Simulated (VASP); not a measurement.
# CrB2 with PBEsol + U: from relaxation to properties, part 6 of 10

Wanted: the relaxed cell of CrB2 and its properties. The start is a cell from a database of measured crystal structures.

VASP 6.6.1, plane waves and PAW; the level of theory is named at each step.

Still holding for the runs below: The magnetic order is the lowest of the few collinear ones that converged above; longer or canted patterns were not tried. The cell is doubled for it, so bands and modes from the zone boundary of the chemical cell fold onto Γ and the labels are those of the larger cell. A U on the itinerant d states of such a compound is hard to justify; it moves the bands at the Fermi level and favours large moments.

So far. Step 6 (The orders side by side): The session goes on in the lowest magnetic state found: antiferromagnetic, q = (0, 0, 1/2). The next one lies 2.0 meV an atom higher. Differences this small don't decide the order on unrelaxed cells. Step 7 (Relaxing cell and atoms (PBEsol + U)): It ends with forces that vanish by symmetry and a pressure of 0.14 GPa. The relaxed cell has a = 3.018, c = 3.063 Å (conventional setting).

## Step 8: Second relaxation

Level of this step: PBEsol, DFT+U (Cr d 3 eV), spin-polarised from an antiferromagnetic start; plane waves and PAW (Cr_pv, B) (VASP).

The basis stayed that of the start cell while the cell moved. A rerun from the cell reached resets it; the error of the finite cutoff stays.

The input, INCAR:

```
SYSTEM = CrB2
PREC = Accurate
ENCUT = 420
EDIFF = 1E-06
NELM = 100
ISMEAR = 0
SIGMA = 0.05
LREAL = .FALSE.
ALGO = Normal
GGA = PS
NBANDS = 27
ISPIN = 2
MAGMOM = 2.66 -2.66 0 0 0 0
LDAU = .TRUE.
LDAUTYPE = 2
LDAUL = 2 -1
LDAUU = 3 0
LDAUJ = 0 0
LDAUPRINT = 1
LASPH = .TRUE.
LMAXMIX = 4
LORBIT = 11
LWAVE = .FALSE.
LCHARG = .FALSE.
KPAR = 8
IBRION = 2
NSW = 60
ISIF = 3
EDIFFG = -0.01
```

The input, POSCAR:

```
CrB2
1.0
    3.0177233324      0.0000000000      0.0000000000
   -1.5088616662      2.6134250674      0.0000000000
    0.0000000000      0.0000000000      6.1260153187
Cr B
2 4
Direct
    0.0000000000      0.0000000000      0.0000000000
    0.0000000000      0.0000000000      0.5000000000
    0.3333333333      0.6666666667      0.2500000000
    0.3333333333      0.6666666667      0.7500000000
    0.6666666667      0.3333333333      0.2500000000
    0.6666666667      0.3333333333      0.7500000000
```

The input, KPOINTS:

```
Automatic mesh
0
Gamma
9 9 4
0 0 0
```

Potentials, in the order of the species: Cr_pv and B (PBE family, release 64).

On the command line:

```console
$ mpirun -np 8 vasp_std
```

Log:

```text
[... set-up lines as in an earlier step ...]
 entering main loop
       N       E                     dE             d eps       ncg     rms          rms(c)
DAV:   1     0.313961360864E+03    0.31396E+03   -0.16671E+04  3928   0.124E+03
DAV:   2    -0.351669837678E+02   -0.34913E+03   -0.33652E+03  3921   0.395E+02
DAV:   3    -0.548621727231E+02   -0.19695E+02   -0.19175E+02  4725   0.976E+01
DAV:   4    -0.553319410420E+02   -0.46977E+00   -0.46565E+00  4738   0.137E+01
DAV:   5    -0.553438452296E+02   -0.11904E-01   -0.11892E-01  5247   0.213E+00    0.328E+01
DAV:   6    -0.506705613732E+02    0.46733E+01   -0.13560E+02  4728   0.935E+01    0.290E+01
DAV:   7    -0.445793539613E+02    0.60912E+01   -0.52934E+01  4315   0.682E+01    0.900E+00
DAV:   8    -0.449667824600E+02   -0.38743E+00   -0.28342E+00  4705   0.101E+01    0.472E+00
DAV:   9    -0.450625999753E+02   -0.95818E-01   -0.68992E-01  5241   0.624E+00    0.230E+00
DAV:  10    -0.451112996811E+02   -0.48700E-01   -0.18439E-01  4550   0.396E+00    0.134E+00
DAV:  11    -0.451196905719E+02   -0.83909E-02   -0.23528E-02  5193   0.112E+00    0.558E-01
DAV:  12    -0.451225268823E+02   -0.28363E-02   -0.49730E-03  5044   0.453E-01    0.244E-01
DAV:  13    -0.451228036835E+02   -0.27680E-03   -0.93991E-04  5065   0.189E-01    0.885E-02
DAV:  14    -0.451228549442E+02   -0.51261E-04   -0.82189E-05  4727   0.686E-02    0.347E-02
DAV:  15    -0.451228614625E+02   -0.65183E-05   -0.12904E-05  4857   0.287E-02    0.106E-02
DAV:  16    -0.451228629257E+02   -0.14632E-05   -0.12971E-06  2922   0.992E-03    0.625E-03
DAV:  17    -0.451228630456E+02   -0.11993E-06   -0.61309E-07  2594   0.758E-03
   1 F= -.45122863E+02 E0= -.45121876E+02  d E =-.451229E+02  mag=    -0.0000
 curvature:   0.00 expect dE= 0.000E+00 dE for cont linesearch  0.000E+00
 trial: gam= 0.00000 g(F)=  0.258E-48 g(S)=  0.126E-03 ort = 0.000E+00 (trialstep = 0.100E+01)
 search vector abs. value=  0.126E-03
 bond charge predicted
       N       E                     dE             d eps       ncg     rms          rms(c)
DAV:   1    -0.451243730978E+02   -0.15102E-02   -0.22902E-02  4203   0.179E+00    0.366E-01
DAV:   2    -0.451233176637E+02    0.10554E-02   -0.10606E-02  4657   0.118E+00    0.287E-01
DAV:   3    -0.451229358884E+02    0.38178E-03   -0.13169E-03  4660   0.413E-01    0.591E-02
DAV:   4    -0.451229102699E+02    0.25618E-04   -0.11740E-04  4753   0.660E-02    0.355E-02
DAV:   5    -0.451228981483E+02    0.12122E-04   -0.40779E-05  4448   0.523E-02    0.694E-03
DAV:   6    -0.451228978587E+02    0.28964E-06   -0.14241E-06  3268   0.877E-03
   2 F= -.45122898E+02 E0= -.45121908E+02  d E =-.348130E-04  mag=     0.0000
 trial-energy change:   -0.000035  1 .order   -0.000018   -0.000126    0.000089
 step:   0.6840(harm=  0.5854)  dis= 0.00000  next Energy=   -45.122911 (dE=-0.484E-04)
 bond charge predicted
       N       E                     dE             d eps       ncg     rms          rms(c)
DAV:   1    -0.451230527936E+02   -0.15465E-03   -0.22317E-03  4149   0.559E-01    0.115E-01
DAV:   2    -0.451229512432E+02    0.10155E-03   -0.10634E-03  4691   0.371E-01    0.901E-02
DAV:   3    -0.451229129454E+02    0.38298E-04   -0.13215E-04  4666   0.131E-01    0.185E-02
DAV:   4    -0.451229102103E+02    0.27351E-05   -0.11030E-05  4712   0.199E-02    0.108E-02
DAV:   5    -0.451229084351E+02    0.17751E-05   -0.38444E-06  4202   0.161E-02    0.209E-03
DAV:   6    -0.451229083551E+02    0.80045E-07   -0.13016E-07  2118   0.270E-03
   3 F= -.45122908E+02 E0= -.45121919E+02  d E =-.453095E-04  mag=    -0.0000
 curvature:  -0.28 expect dE=-0.237E-05 dE for cont linesearch -0.174E-06
 trial: gam=-0.00264 g(F)=  0.383E-49 g(S)=  0.860E-05 ort = 0.893E-05 (trialstep = 0.937E+00)
 search vector abs. value=  0.855E-05
 reached required accuracy - stopping structural energy minimisation
```

The job ended after 13 s (8 MPI ranks of Intel Xeon 6975P-C (Granite Rapids), shared host; peak memory 1.6 GiB; 1.7 min of CPU time).

Parts of OUTCAR (step 8):

```text
   ENCUT  =  420.0 eV  30.87 Ry    5.56 a.u.   5.04  5.04 10.24*2*pi/ulx,y,z

   NELECT =      36.0000    total number of electrons

atom =   1  type =  1  l = 2

 onsite density matrix

spin component  1

  0.7975 -0.0000 -0.0000  0.0000 -0.0000
 -0.0000  0.5216 -0.0000  0.0000  0.0000
 -0.0000 -0.0000  0.8764 -0.0000 -0.0000
  0.0000  0.0000 -0.0000  0.5216 -0.0000
 -0.0000  0.0000 -0.0000 -0.0000  0.7975

spin component  2

  0.1541 -0.0000  0.0000 -0.0000  0.0000
 -0.0000  0.2162  0.0000 -0.0000 -0.0000
  0.0000  0.0000  0.0794  0.0000 -0.0000
 -0.0000 -0.0000  0.0000  0.2162 -0.0000
  0.0000 -0.0000 -0.0000 -0.0000  0.1541

 occupancies and eigenvectors

  o =  0.0794  v =  0.0000  0.0000  0.0000  0.0000  0.0000  0.0000 -0.0000 -1.0000 -0.0000 -0.0000      0.0000  0.0000  0.0000  0.0000  0.0000  0.0000  0.0000  0.0000  0.0000  0.0000
  o =  0.1541  v =  0.0000  0.0000  0.0000  0.0000  0.0000  1.0000  0.0000  0.0000  0.0000  0.0000      0.0000  0.0000  0.0000  0.0000  0.0000  0.0000  0.0000  0.0000  0.0000  0.0000
  o =  0.1541  v =  0.0000  0.0000  0.0000  0.0000  0.0000  0.0000  0.0000 -0.0000  0.0000  1.0000      0.0000  0.0000  0.0000  0.0000  0.0000  0.0000  0.0000  0.0000  0.0000  0.0000
  o =  0.2162  v =  0.0000  0.0000  0.0000  0.0000  0.0000  0.0000  1.0000 -0.0000 -0.0000 -0.0000      0.0000  0.0000  0.0000  0.0000  0.0000  0.0000  0.0000  0.0000  0.0000  0.0000
  o =  0.2162  v =  0.0000  0.0000  0.0000  0.0000  0.0000  0.0000 -0.0000 -0.0000 -1.0000  0.0000      0.0000  0.0000  0.0000  0.0000  0.0000  0.0000  0.0000  0.0000  0.0000  0.0000
  o =  0.5216  v =  0.0000 -1.0000  0.0000  0.0000  0.0000  0.0000  0.0000  0.0000  0.0000  0.0000      0.0000  0.0000  0.0000  0.0000  0.0000  0.0000  0.0000  0.0000  0.0000  0.0000
  o =  0.5216  v =  0.0000 -0.0000 -0.0000 -1.0000 -0.0000  0.0000  0.0000  0.0000  0.0000  0.0000      0.0000  0.0000  0.0000  0.0000  0.0000  0.0000  0.0000  0.0000  0.0000  0.0000
  o =  0.7975  v =  0.0000  0.0000  0.0000 -0.0000  1.0000  0.0000  0.0000  0.0000  0.0000  0.0000      0.0000  0.0000  0.0000  0.0000  0.0000  0.0000  0.0000  0.0000  0.0000  0.0000
  o =  0.7975  v =  1.0000  0.0000  0.0000  0.0000  0.0000  0.0000  0.0000  0.0000  0.0000  0.0000      0.0000  0.0000  0.0000  0.0000  0.0000  0.0000  0.0000  0.0000  0.0000  0.0000
  o =  0.8764  v =  0.0000 -0.0000 -1.0000  0.0000  0.0000  0.0000  0.0000  0.0000  0.0000  0.0000      0.0000  0.0000  0.0000  0.0000  0.0000  0.0000  0.0000  0.0000  0.0000  0.0000

atom =   2  type =  1  l = 2

 onsite density matrix

spin component  1

  0.1541 -0.0000  0.0000 -0.0000 -0.0000
 -0.0000  0.2162  0.0000 -0.0000 -0.0000
  0.0000  0.0000  0.0794 -0.0000 -0.0000
 -0.0000 -0.0000 -0.0000  0.2162 -0.0000
 -0.0000 -0.0000 -0.0000 -0.0000  0.1541

spin component  2

  0.7975 -0.0000 -0.0000  0.0000 -0.0000
 -0.0000  0.5216 -0.0000  0.0000  0.0000
 -0.0000 -0.0000  0.8764 -0.0000 -0.0000
  0.0000  0.0000 -0.0000  0.5216  0.0000
 -0.0000  0.0000 -0.0000  0.0000  0.7975

 occupancies and eigenvectors

  o =  0.0794  v =  0.0000 -0.0000  1.0000  0.0000  0.0000  0.0000  0.0000  0.0000  0.0000  0.0000      0.0000  0.0000  0.0000  0.0000  0.0000  0.0000  0.0000  0.0000  0.0000  0.0000
  o =  0.1541  v =  1.0000  0.0000  0.0000  0.0000  0.0000  0.0000  0.0000  0.0000  0.0000  0.0000      0.0000  0.0000  0.0000  0.0000  0.0000  0.0000  0.0000  0.0000  0.0000  0.0000
  o =  0.1541  v =  0.0000  0.0000  0.0000 -0.0000 -1.0000  0.0000  0.0000  0.0000  0.0000  0.0000      0.0000  0.0000  0.0000  0.0000  0.0000  0.0000  0.0000  0.0000  0.0000  0.0000
  o =  0.2162  v =  0.0000 -1.0000 -0.0000 -0.0000 -0.0000  0.0000  0.0000  0.0000  0.0000  0.0000      0.0000  0.0000  0.0000  0.0000  0.0000  0.0000  0.0000  0.0000  0.0000  0.0000
  o =  0.2162  v =  0.0000  0.0000 -0.0000 -1.0000  0.0000  0.0000  0.0000  0.0000  0.0000  0.0000      0.0000  0.0000  0.0000  0.0000  0.0000  0.0000  0.0000  0.0000  0.0000  0.0000
  o =  0.5216  v =  0.0000  0.0000  0.0000  0.0000  0.0000  0.0000 -1.0000  0.0000  0.0000 -0.0000      0.0000  0.0000  0.0000  0.0000  0.0000  0.0000  0.0000  0.0000  0.0000  0.0000
  o =  0.5216  v =  0.0000  0.0000  0.0000  0.0000  0.0000  0.0000 -0.0000  0.0000 -1.0000 -0.0000      0.0000  0.0000  0.0000  0.0000  0.0000  0.0000  0.0000  0.0000  0.0000  0.0000
  o =  0.7975  v =  0.0000  0.0000  0.0000  0.0000  0.0000  1.0000  0.0000  0.0000  0.0000  0.0000      0.0000  0.0000  0.0000  0.0000  0.0000  0.0000  0.0000  0.0000  0.0000  0.0000
  o =  0.7975  v =  0.0000  0.0000  0.0000  0.0000  0.0000  0.0000  0.0000 -0.0000  0.0000 -1.0000      0.0000  0.0000  0.0000  0.0000  0.0000  0.0000  0.0000  0.0000  0.0000  0.0000
  o =  0.8764  v =  0.0000  0.0000  0.0000  0.0000  0.0000  0.0000  0.0000  1.0000  0.0000 -0.0000      0.0000  0.0000  0.0000  0.0000  0.0000  0.0000  0.0000  0.0000  0.0000  0.0000

 E-fermi :   9.5538

 spin component 1
 k-point     1 :       0.0000    0.0000    0.0000
  band No.  band energies     occupation
    ...
     15       7.8914      1.00000
     16       9.0835      1.00000
     17       9.0835      1.00000
     18       9.1015      1.00000
     19       9.1015      1.00000
     20      11.0146      0.00000
     21      11.0146      0.00000
     22      11.2742      0.00000
     23      13.3180      0.00000
     24      13.3180      0.00000
    ...

 k-point     2 :       0.1111    0.0000    0.0000
  band No.  band energies     occupation
    ...
     13       6.7462      1.00000
     14       7.0396      1.00000
     15       7.4293      1.00000
     16       8.5009      1.00000
     17       8.9726      1.00000
     18       9.5823      0.21049
     19       9.6361      0.00995
     20      11.2725      0.00000
     21      11.4330      0.00000
     22      11.5806      0.00000
    ...

  Total       -0.0097206     -0.0097206      0.0296666      0.0000000     -0.0000000     -0.0000000
  in kB       -0.3219748     -0.3219748      0.9826404      0.0000000     -0.0000000     -0.0000000
  external PRESSURE =       0.1128970 kB  Pullay stress =       0.0000000 kB

 POSITION                                       TOTAL-FORCE (eV/Angst)
 -----------------------------------------------------------------------------------
     -0.00000      0.00000      0.00000         0.000000      0.000000     -0.000000
     -0.00000      0.00000      3.06438         0.000000      0.000000     -0.000000
     -0.00000      1.74293      1.53219        -0.000000     -0.000000      0.000000
     -0.00000      1.74293      4.59657         0.000000     -0.000000     -0.000000
      1.50942      0.87146      1.53219         0.000000      0.000000     -0.000000
      1.50942      0.87146      4.59657         0.000000     -0.000000     -0.000000
 -----------------------------------------------------------------------------------
    total drift:                               -0.000000      0.000000      0.000000

  FREE ENERGIE OF THE ION-ELECTRON SYSTEM (eV)
  ---------------------------------------------------
  free  energy   TOTEN  =       -45.1229083551 eV

  energy  without entropy=      -45.1209305384  energy(sigma->0) =      -45.12191945

 magnetization (x)
# of ion       s       p       d       tot
------------------------------------------
    1        0.017   0.022   2.688   2.727
    2       -0.017  -0.022  -2.688  -2.727
    3        0.000   0.000   0.000   0.000
    4        0.000   0.000   0.000   0.000
    5        0.000   0.000   0.000   0.000
    6        0.000   0.000   0.000   0.000
--------------------------------------------------
tot          0.000   0.000   0.000   0.000

[... 4 parts as in an earlier step ...]

[... 13 further parts left out ...]
```

CONTCAR:

```
CrB2
   1.00000000000000
     3.0188400916452593    0.0000000000000000    0.0000000000000000
    -1.5094200458226297    2.6143922092762484    0.0000000000000000
    -0.0000000000000000    0.0000000000000000    6.1287620530187201
  Cr              B
     2     4
Direct
     0.0000000000000000    0.0000000000000000    0.0000000000000000
     0.0000000000000000    0.0000000000000000    0.5000000000000000
     0.3333333332999970    0.6666666667000030    0.2500000000000000
     0.3333333332999970    0.6666666667000030    0.7500000000000000
     0.6666666667000030    0.3333333332999970    0.2500000000000000
     0.6666666667000030    0.3333333332999970    0.7500000000000000
```

Little changed from the start: no atom moved by 0.005 Å and no cell edge by 0.1 %.

This step gave:

| Quantity | Value |
| --- | --- |
| Fermi energy | 9.554 eV |
| pressure | 0.01129 GPa |
| SCF cycles over all ionic steps | 29 |

It ends with forces that vanish by symmetry and a pressure of 0.01 GPa. The volume moved by only 0.12 %, so the volume is settled.

(Continued in part 7 of 10.)

[Lines on the potential files, build, host, timing and source positions are cut from VASP's logs without a mark.]

[Logs are printed without paths, hosts, clocks, repeated set-up lines and the standing remarks that a program may print on its own settings, such as how far it seeks lower states.]

[Hosts, paths, dates, database ids (printed as entryN), source tags and the programs' standing remarks are cut or masked in the printed files.]

[A measured line is paired with the nearest computed mode of its activity, which favours agreement.]
